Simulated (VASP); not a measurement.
These are PBE GGA, VASP's PBE PAW potentials (set 64) (plane waves; VASP 6.6.1) values and carry that method's errors.

The input files of a VASP run:

**POSCAR**
```
PrCl3
1
    5.3426550000     0.0000000000     0.0000000000
    0.0000000000     5.3426550000     0.0000000000
    0.0000000000     0.0000000000     5.3426550000
Pr Cl
1 3
Direct
  0.0000000000   0.0000000000   0.0000000000
  0.5000000000   0.0000000000   0.0000000000
  0.0000000000   0.0000000000   0.5000000000
  0.0000000000   0.5000000000   0.0000000000
```

### KPOINTS
```
K-points
0
G
 4 4 4
```

### INCAR
```
SYSTEM = PrCl3
PREC = Accurate; ENCUT = 400; LREAL = F
LASPH = T
EDIFF = 1E-6; NELM = 100; ALGO = Conjugate
LMAXMIX = 6
ISMEAR = 0; SIGMA = 0.05
GGA = PE
ISIF = 2
LWAVE = F; LCHARG = F
```

POTCAR, in this order: Pr_3 Cl (PBE.64 set). Program: vasp_std.

The resulting files:

File OSZICAR:
```
       N       E                     dE             d eps       ncg     rms           ort
DAV:   1     0.250562728993E+03    0.25056E+03   -0.12682E+04   200   0.113E+03
DAV:   2     0.849690414087E+00   -0.24971E+03   -0.24125E+03   200   0.259E+02
DAV:   3    -0.185307069215E+02   -0.19380E+02   -0.19286E+02   200   0.801E+01
DAV:   4    -0.194981626830E+02   -0.96746E+00   -0.96691E+00   200   0.153E+01
DAV:   5    -0.195060294808E+02   -0.78668E-02   -0.78658E-02   200   0.151E+00
SDA:   6    -0.182001579258E+02    0.13059E+01   -0.78658E-02   200   0.354E+01   0.000E+00
CGA:   7    -0.188356451652E+02   -0.63549E+00   -0.63476E+00   200   0.223E+00  -0.101E-01
CGA:   8    -0.188993041604E+02   -0.63659E-01   -0.63707E-01   200   0.902E-01  -0.423E-03
CGA:   9    -0.189182631921E+02   -0.18959E-01   -0.18960E-01   200   0.483E-01  -0.134E-03
CGA:  10    -0.189276744222E+02   -0.94112E-02   -0.94098E-02   200   0.139E-01  -0.871E-04
CGA:  11    -0.189314609603E+02   -0.37865E-02   -0.37897E-02   200   0.526E-02  -0.455E-04
CGA:  12    -0.189327810953E+02   -0.13201E-02   -0.13215E-02   200   0.261E-02  -0.338E-04
CGA:  13    -0.189335815267E+02   -0.80043E-03   -0.80284E-03   200   0.142E-02  -0.259E-04
CGA:  14    -0.189340965460E+02   -0.51502E-03   -0.51668E-03   200   0.790E-03  -0.118E-04
CGA:  15    -0.189343646670E+02   -0.26812E-03   -0.26855E-03   200   0.334E-03  -0.417E-05
CGA:  16    -0.189344767877E+02   -0.11212E-03   -0.11235E-03   200   0.139E-03  -0.262E-05
CGA:  17    -0.189345211402E+02   -0.44353E-04   -0.44396E-04   200   0.522E-04  -0.687E-06
CGA:  18    -0.189345439078E+02   -0.22768E-04   -0.22713E-04   200   0.273E-04   0.321E-06
CGA:  19    -0.189345550629E+02   -0.11155E-04   -0.11241E-04   200   0.142E-04  -0.678E-06
CGA:  20    -0.189345610825E+02   -0.60196E-05   -0.60798E-05   200   0.723E-05  -0.419E-06
CGA:  21    -0.189345643740E+02   -0.32914E-05   -0.32425E-05   200   0.461E-05   0.321E-06
CGA:  22    -0.189345664187E+02   -0.20447E-05   -0.20120E-05   200   0.240E-05   0.352E-06
CGA:  23    -0.189345675008E+02   -0.10821E-05   -0.10683E-05   200   0.120E-05   0.172E-06
CGA:  24    -0.189345680621E+02   -0.56130E-06   -0.55697E-06   200   0.622E-06   0.474E-07
   1 F= -.18934568E+02 E0= -.18934568E+02  d E =-.267342E-12
```

File OUTCAR:
```
------------------------ aborting loop because EDIFF is reached ----------------------------------------
  FORCE on cell =-STRESS in cart. coord.  units (eV):
  Direction    XX          YY          ZZ          XY          YZ          ZX
  --------------------------------------------------------------------------------------
  Total        4.0939738      4.0939738      4.0939738      0.0000000      0.0000000     -0.0000000
  in kB       43.0114665     43.0114665     43.0114665      0.0000000      0.0000000     -0.0000000
  external PRESSURE =      43.0114665 kB  Pullay stress =       0.0000000 kB
  volume of cell :      152.50
      direct lattice vectors                 reciprocal lattice vectors
     5.342655000  0.000000000  0.000000000     0.187172857  0.000000000  0.000000000
     0.000000000  5.342655000  0.000000000     0.000000000  0.187172857  0.000000000
     0.000000000  0.000000000  5.342655000     0.000000000  0.000000000  0.187172857
 POSITION                                       TOTAL-FORCE (eV/Angst)
 -----------------------------------------------------------------------------------
      0.00000      0.00000      0.00000         0.000000      0.000000      0.000000
      2.67133      0.00000      0.00000         0.000000      0.000000      0.000000
      0.00000      0.00000      2.67133         0.000000      0.000000      0.000000
      0.00000      2.67133      0.00000         0.000000      0.000000      0.000000
 -----------------------------------------------------------------------------------
    total drift:                                0.000000      0.000000     -0.000000
  FREE ENERGIE OF THE ION-ELECTRON SYSTEM (eV)
  ---------------------------------------------------
  free  energy   TOTEN  =       -18.9345680621 eV

  energy  without entropy=      -18.9345680621  energy(sigma->0) =      -18.93456806
```
(Selected blocks of OUTCAR.)

**OUTCAR**
```
 val. band max:       -2.1618568084   @ k =   0.5000   0.5000   0.5000

 cond. band min:       1.9727831733   @ k =   0.0000   0.0000   0.0000


 Fermi energy:        -1.9195797793

 k-point     1 :       0.0000    0.0000    0.0000
  band No.  band energies     occupation
      1     -36.3202      2.00000
      2     -18.4345      2.00000
      3     -18.4345      2.00000
      4     -18.4345      2.00000
      5     -15.1828      2.00000
      6     -15.0280      2.00000
      7     -15.0280      2.00000
      8      -3.3073      2.00000
      9      -3.3073      2.00000
     10      -3.3073      2.00000
     11      -2.6951      2.00000
     12      -2.6951      2.00000
     13      -2.6951      2.00000
     14      -2.5732      2.00000
     15      -2.5732      2.00000
     16      -2.5732      2.00000
     17       1.9728      0.00000
     18       1.9728      0.00000
     19       1.9728      0.00000
     20       3.8635      0.00000

 k-point     2 :       0.2500    0.0000    0.0000
  band No.  band energies     occupation
      1     -36.3194      2.00000
      2     -18.6239      2.00000
      3     -18.4331      2.00000
      4     -18.4331      2.00000
      5     -15.1356      2.00000
      6     -15.0267      2.00000
      7     -14.6464      2.00000
      8      -4.0659      2.00000
      9      -3.2817      2.00000
     10      -3.2817      2.00000
     11      -2.9733      2.00000
     12      -2.8842      2.00000
     13      -2.8842      2.00000
     14      -2.7387      2.00000
     15      -2.6043      2.00000
     16      -2.6043      2.00000
     17       1.9966      0.00000
     18       2.6339      0.00000
     19       2.6339      0.00000
     20       3.8501      0.00000

 k-point     3 :       0.5000    0.0000    0.0000
  band No.  band energies     occupation
      1     -36.3186      2.00000
      2     -18.7854      2.00000
      3     -18.4318      2.00000
      4     -18.4318      2.00000
      5     -15.1284      2.00000
...
```

The 4f electrons are frozen in the core of the lanthanide potential, so 4f levels, which can set the real gap, and their magnetism are missing. The all-band solver leaves the empty bands unoptimised.

The structure was generated: PrCl3 was put into the ReO3 type (Pm-3m), which need not be its known phase. The cell was not relaxed at this level. The run is one of a series of settings (ALGO = Conjugate against the base run), some of them coarse on purpose.
